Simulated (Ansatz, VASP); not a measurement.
Cu2W in VASP and in Ansatz

File INCAR:

```
SYSTEM = Cu2W
ALGO = Normal ; EDIFF = 1E-6
EDIFFG = -0.04 ; ENCUT = 600
GGA = PE ; IBRION = 2
ISIF = 3 ; ISMEAR = 0
LASPH = .TRUE. ; LCHARG = .FALSE.
LREAL = .FALSE. ; LWAVE = .FALSE.
NELM = 100 ; NSW = 90
PREC = Accurate ; SIGMA = 0.1
```

The input KPOINTS:

```
k-points
0
G
  6 6 6
  0 0 0
```

The input POSCAR:

```
Cu2W
1.0
    4.1541694314      0.0000000000      0.0000000000
   -2.0770847157      3.5976162592      0.0000000000
    0.0000000000      0.0000000000      2.6791421101
Cu W
2 1
Direct
    0.3333333333      0.6666666667      0.0000000000
    0.6666666667      0.3333333333      0.0000000000
    0.0000000000      0.0000000000      0.5000000000
```

Input for Ansatz:

```yaml
crystal:
  lattice:
    - [4.1541694314, 0.0, 0.0]
    - [-2.0770847157, 3.5976162592, 0.0]
    - [0.0, 0.0, 2.6791421101]
  atoms:
    - { symbol: Cu, position: [0.3333333333, 0.6666666667, 0.0] }
    - { symbol: Cu, position: [0.6666666667, 0.3333333333, 0.0] }
    - { symbol: W, position: [0.0, 0.0, 0.5] }
basis:
  ecutwfc: 420
kpoints:
  mp_grid: { grid: [6, 6, 6] }
hamiltonian:
  xc: pbe
scf:
  occupations: { method: gaussian, width: 0.1 }
  lower_state_search: "off"
output:
  forces: true
  stress: true
  eigenvalues: true
relax:
  adjacent_minimum: "off"
  f_tol: 0.04
  max_steps: 70
  cell: { stress_tol: 0.4 }
```

Alike in both runs: task relaxation of cell and atoms; functional PBE; k mesh 6 × 6 × 6; occupations gaussian, width 0.1 eV; no spin polarisation.

|  | VASP | Ansatz |
| --- | --- | --- |
| version | VASP 6.6.1 | Ansatz 0.2.0 |
| potentials or method | VASP PAW PBE potentials, release 64 (Cu, W_sv) | scalar-relativistic, plane waves, PAW |
| plane-wave cutoff (eV) | 600 | 420 |
| valence electrons in the cell | 36 | 52 |

VASP gave:

```
gap on the k mesh at the Fermi level, each at its own relaxed structure (eV) : none
relaxed volume (Å³/atom)                                                     : 13.27
relaxed cell length with the largest relative difference (Å)                 : 2.548
energy change over the relaxation (meV/atom)                                 : -31
```

Task: What did Ansatz give for the same quantities?

Result: gap on the k mesh at the Fermi level, each at its own relaxed structure (eV): none; relaxed volume (Å³/atom): 13.21; relaxed cell length with the largest relative difference (Å): 2.544; energy change over the relaxation (meV/atom): -31.

A gap of «none» marks a metal or a gap that the smearing closes. The two sets of potentials don't hold the same shells in valence.

Caveats: the k mesh is coarse (spacing up to 0.39 Å⁻¹), so the values aren't converged. Spin-orbit coupling is left out, which matters for the levels of W.
